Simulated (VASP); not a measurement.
The system is MnS.

```
Mn S
1.0
     0.00000    2.60450    2.60450
     2.60450    0.00000    2.60450
     2.60450    2.60450    0.00000
Mn S
1 1
Cartesian
  0.0000 0.0000 0.0000
  2.6045 2.6045 2.6045
```

| Quantity | Value |
| --- | --- |
| Program | VASP 6.6.1 |
| Task | relaxation of cell and atoms |
| Functional | PBE |
| Potentials or basis | VASP PAW PBE potentials, release 64 (Mn_pv, S) |
| Cutoff | 520 eV |
| k mesh | 10 × 10 × 10 |
| Occupations | gaussian, width 0.02 eV |
| Spin | collinear spin, ferromagnetic start |
| Starting moments | [5.0, 0.0] μB |
| Hubbard terms | Mn d U = 3.9 eV |

At the start: pressure 4.2 GPa; volume 17.67 Å³/atom.

Where does the relaxation end?

Over 3 steps the energy falls by 11.0 meV/atom and the volume is 18.54 Å³/atom (+4.9 %); space group Fm-3m (No. 225, to 0.05 Å); moment 5.00 μB per cell.

The path:
| step | energy change (eV) | largest force (eV/Å) | pressure (GPa) | volume (Å³) |
| --- | --- | --- | --- | --- |
| 1 | 0.0000 | 0.0000 | 4.22 | 35.33 |
| 2 | -0.0191 | 0.0000 | -1.39 | 37.77 |
| 3 | -0.0221 | 0.0000 | 0.01 | 37.08 |

Final structure:
```
CELL_PARAMETERS angstrom
0.00000 2.64674 2.64674
2.64674 0.00000 2.64674
2.64674 2.64674 0.00000
ATOMIC_POSITIONS crystal
Mn 0.00000 0.00000 0.00000
S 0.50000 0.50000 0.50000
```

Caveat: a cell with one magnetic atom can't hold antiferromagnetic order, which such compounds often take.
